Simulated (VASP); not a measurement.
Data:

```xyz
3
Lattice="2.2351 -3.8713 0.0000 2.2351 3.8713 0.0000 0.0000 0.0000 5.9558" Properties=species:S:1:pos:R:3 pbc="T T T"
Te     0.5927     1.0265     3.9705
Te     3.2849     0.0000     5.9558
Te     0.5927    -1.0265     1.9853
```

All values below come from r2SCAN+rVV10, VASP's PBE PAW potentials (set 64) (plane waves; VASP). Settings: 520 eV cut-off, 7×7×4 Γ-centred mesh, tetrahedra with Blöchl corrections, potentials Te.

The path is coarsely sampled, so an indirect gap can come out somewhat too large. Unless said otherwise, spin-orbit coupling is left out, though it shifts the bands of the heavy elements here.

### Question
Predict the energy per atom (σ→0), band gap (over mesh and band path) with the smallest direct gap where there is one.

### Answer

The band gap (over mesh and band path) is 0.30 eV, the smallest direct gap (over mesh and band path) comes out as 0.31 eV and the energy per atom (σ→0) comes out as -25.248 eV/atom.

The compound is Te in the trig structure. It was relaxed first.
